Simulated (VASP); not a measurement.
All values below come from r2SCAN meta-GGA, VASP's PBE PAW potentials (set 64) (plane waves; VASP).

VASP ran on this input.

**INCAR**
```
! general
SYSTEM =CrGe2
PREC   =Accurate
ENCUT  =400
LREAL  =.FALSE.
LASPH  =.TRUE.

! electronic loop
EDIFF  =1E-6
NELM   =100
ALGO   =Normal
LMAXMIX=4
LMIXTAU=.TRUE.

! smearing
ISMEAR =1
SIGMA  =0.1

! functional
METAGGA=R2SCAN

! spin
ISPIN  =2
MAGMOM =3.0 2*0.0

! ions
IBRION =2
NSW    =60
ISIF   =3
EDIFFG =-0.02

! output
LWAVE  =.FALSE.
LCHARG =.FALSE.
LORBIT =10
```

POSCAR:
```
CrGe2
1
   -0.0000000000     2.9387188362     2.9387188362
    2.9387188362     0.0000000000     2.9387188362
    2.9387188362     2.9387188362     0.0000000000
Cr Ge
1 2
Direct
  0.0000000000   1.0000000000   0.0000000000
  0.2500000000   0.2500000000   0.2500000000
  0.7500000000   0.7500000000   0.7500000000
```

### KPOINTS
```
Regular mesh
0
Gamma
 8 8 8
0 0 0
```

POTCAR, in this order: Cr_pv Ge_d (PBE.64 set). Program: vasp_std.

**Question.** What will the output report for the number of irreducible k-points (NKPTS), number of bands (NBANDS), largest plane-wave count, number of space-group operations, FFT grid (NGX, NGY, NGZ)?

**Answer.** 
```yaml
number of irreducible k-points (NKPTS): 29
number of bands (NBANDS): 26
largest_plane_wave_count: 941
number_of_space_group_operations: 48
FFT grid (NGX, NGY, NGZ): 28 × 28 × 28
```

The structure was generated: CrGe2 was put into the fluorite type (Fm-3m), which need not be its known phase. This run relaxes it. Symmetry was kept, so distortions that lower it aren't found. The start is the result of an earlier pass.
